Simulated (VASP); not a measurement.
Write the native input for VASP 6.6.1 that does the following.

```
Task                   : relaxation of cell and atoms
Functional             : PBE
Potentials or basis    : VASP PAW PBE potentials, release 64 (Ta_pv, Mo_sv, C)
Cutoff                 : 520 eV
k mesh                 : 6 × 6 × 2
Occupations            : gaussian, width 0.15 eV
Spin                   : no spin polarisation
Further INCAR settings : PREC = Normal; ALGO = Fast; EDIFF = 0.0001; IBRION = 2; EDIFFG = -0.08; NSW = 24; ISIF = 3
```

The structure of TaMo2C3 lies in POSCAR:

```
TaMo2C3
1.0
    3.1519268500      0.0000000000      0.0000000000
   -1.5759634200      2.7296487200      0.0000000000
    0.0000000000      0.0000000000      9.1007853600
Ta Mo C
1 2 3
Direct
    0.0000000000      0.0000000000      0.0000000000
    0.0000000000      0.0000000000      0.3333330000
    0.0000000000      0.0000000000      0.6666670000
    0.3333333300      0.6666666700      0.1666670000
    0.3333333300      0.6666666700      0.8333330000
    0.3333333300      0.6666666700      0.5000000000
```

The cell was built by a generator and needn't be a form met in nature.

These files were run (other wordings do the same):

INCAR

```
SYSTEM = TaMo2C3
PREC = Normal
ENCUT = 520
EDIFF = 1E-4
ISMEAR = 0
SIGMA = 0.15
LREAL = .FALSE.
LASPH = .TRUE.
NELM = 60
ALGO = Fast
ISIF = 3
LWAVE = .FALSE.
LCHARG = .FALSE.
GGA = PE
IBRION = 2
NSW = 24
EDIFFG = -0.08
```

KPOINTS

```
Automatic mesh
0
G
  6 6 2
  0 0 0
```

Potentials or basis: VASP PAW PBE potentials, release 64 (Ta_pv, Mo_sv, C).

The run is started by

```console
$ cat potpaw_PBE.64/Ta_pv/POTCAR potpaw_PBE.64/Mo_sv/POTCAR potpaw_PBE.64/C/POTCAR > POTCAR
$ mpirun -np 1 vasp_std > vasp.out
```

It gave:

The relaxed volume is 10.79 Å³/atom. The relaxed cell is a = 2.954 Å, b = 2.954 Å, c = 8.570 Å, α = 90.00°, β = 90.00°, γ = 120.00°, the space group after relaxing (to 0.05 Å) is P-6m2 (No. 187) and the energy gained by relaxing is 358.4 meV/atom. The ionic steps are 11, the pressure after relaxing is -0.2 GPa and the largest force after relaxing is 0.015 eV/Å. The band gap on the k mesh is none (metal or under the smearing width).

Caveat: the k mesh is coarse (spacing up to 0.38 Å⁻¹), so the values aren't converged; the volume moved by over 15 % at a fixed basis, so the end points are rough; the relaxation stopped at a loose force limit of 0.08 eV/Å, so its end isn't a converged minimum.

Wall time 74 s on 1 thread of Intel(R) Xeon(R) 6975P-C (Granite Rapids), with other jobs on the host, peak memory 0.17 GiB.
